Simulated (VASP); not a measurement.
SiO2 (quartz): the LDA gap over mesh and path against the volume, with shape and ions relaxed at each volume; LDA's own equilibrium is at 12.263 Å³/atom. VASP (PAW), 520 eV cut-off, 6×6×5 Γ-centred mesh, Gaussian smearing of 0.050 eV, potentials Si O.  Fit the value as a straight line in ln V.

| V (Å³/atom) | LDA gap over mesh and path (eV) |
|---|---|
| 10.792 | 6.268 |
| 11.16 | 6.139 |
| 11.528 | 6.022 |
| 11.895 | 5.911 |
| 12.263 | 5.812 |
| 12.631 | 5.718 |

Fit the rows as the text says and predict the value at 12.999.

The slope against ln V is -3.49 eV, the volume deformation potential of this gap. The line misses the rows by up to 0.009 and gives 5.609 at 12.999. The run gave 5.632, +0.023 from the line.

Left out are failed runs and those whose mesh is unfit for this quantity.

The compound is SiO2 in the quartz structure.
